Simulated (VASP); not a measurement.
Here is the system:

```
Cd
1.0
    1.49657    -2.59213     0.00000
    1.49657     2.59213     0.00000
    0.00000     0.00000     5.85101
Cd
2
Cartesian
  1.49657   0.86404   1.46275
  1.49657  -0.86404   4.38825
```

Method: PBE GGA, VASP's PBE PAW potentials (set 64) (plane waves; VASP). Run with 480 eV cut-off, 14×14×6 Γ-centred mesh, first-order Methfessel-Paxton smearing of 0.10 eV, potentials Cd.

Energy and stress use the plane-wave basis of the starting cell.

Problem. The ions, cell shape and volume at an external pressure of 30.0 GPa are relaxed. Give the cell that the relaxation ends in.

Solution. 
```
Cd
1.0
    1.42969    -2.47630     0.00000
    1.42969     2.47630     0.00000
    0.00000     0.00000     4.77037
Cd
2
Direct
  0.33333   0.66667   0.25000
  0.66667   0.33333   0.75000
```
Space group P6_3/mmc (194), at a tolerance of 0.03 Å.

Problem. How do energy and volume change from the first to the last step?

Solution. The energy (σ→0) changes by +390.4 meV/atom and the volume by -25.6 %, in 11 ionic steps.

The compound is Cd in the hcp structure. This run relaxes it under an external pressure of 30 GPa. Symmetry was kept, so distortions that lower it aren't found.
